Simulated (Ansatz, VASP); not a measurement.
PdPt2: VASP beside Ansatz

Contents of INCAR:

```
SYSTEM = PdPt2
PREC = Accurate
ENCUT = 600
EDIFF = 1E-7
ISMEAR = 0
SIGMA = 0.1
LREAL = .False.
LASPH = .True.
NELM = 80
ALGO = Normal
ISIF = 3
LWAVE = .False.
LCHARG = .False.
GGA = PE
IBRION = 2
NSW = 90
EDIFFG = -0.04
```

The input KPOINTS:

```
Automatic mesh
0
Gamma
  4 4 6
  0 0 0
```

The input POSCAR:

```
PdPt2
1.0
    4.0101936200      0.0000000000      0.0000000000
    0.0000000000      4.0101936200      0.0000000000
    0.0000000000      0.0000000000      3.4928008600
Pd Pt
1 2
Direct
    0.0000000000      0.0000000000      0.5000000000
    0.0000000000      0.5000000000      0.5000000000
    0.5000000000      0.0000000000      0.5000000000
```

Input for Ansatz:

```yaml
crystal:
  lattice:
    - [4.01019362, 0.0, 0.0]
    - [0.0, 4.01019362, 0.0]
    - [0.0, 0.0, 3.49280086]
  atoms:
    - { symbol: Pd, position: [0.0, 0.0, 0.5] }
    - { symbol: Pt, position: [0.0, 0.5, 0.5] }
    - { symbol: Pt, position: [0.5, 0.0, 0.5] }
basis:
  ecutwfc: 420
kpoints:
  mp_grid: { grid: [4, 4, 6] }
hamiltonian:
  xc: pbe
scf:
  occupations: { method: gaussian, width: 0.1 }
  lower_state_search: "off"
output:
  forces: true
  stress: true
  eigenvalues: true
relax:
  adjacent_minimum: "off"
  f_tol: 0.04
  max_steps: 70
  cell: { stress_tol: 0.4 }
```

Alike in both runs: task relaxation of cell and atoms; functional PBE; k mesh 4 × 4 × 6; occupations gaussian, width 0.1 eV; no spin polarisation.

```csv
,VASP,Ansatz
version,VASP 6.6.1,Ansatz 0.2.0
potentials or method,"VASP PAW PBE potentials, release 64 (Pd, Pt)","scalar-relativistic, plane waves, PAW"
plane-wave cutoff (eV),600,420
valence electrons in the cell,30,54
```

|  | VASP | Ansatz | Ansatz less VASP |
| --- | --- | --- | --- |
| gap on the k mesh at the Fermi level, each at its own relaxed structure (eV) | none | none | - |
| relaxed volume (Å³/atom) | 22.26 | 22.39 | +0.129 |
| relaxed cell length with the largest relative difference (Å) | 5.150 | 5.163 | +0.0129 |
| energy change over the relaxation (meV/atom) | -3905 | -4154 | -249.2 |

A gap of «none» marks a metal or a gap that the smearing closes. The two sets of potentials don't hold the same shells in valence.

Caveats: the k mesh is coarse (spacing up to 0.39 Å⁻¹), so the values aren't converged; the volume moved by over 15 % at a fixed basis, so the end points are rough (VASP). The runs have no spin-orbit coupling, so splittings on Pt are missing.
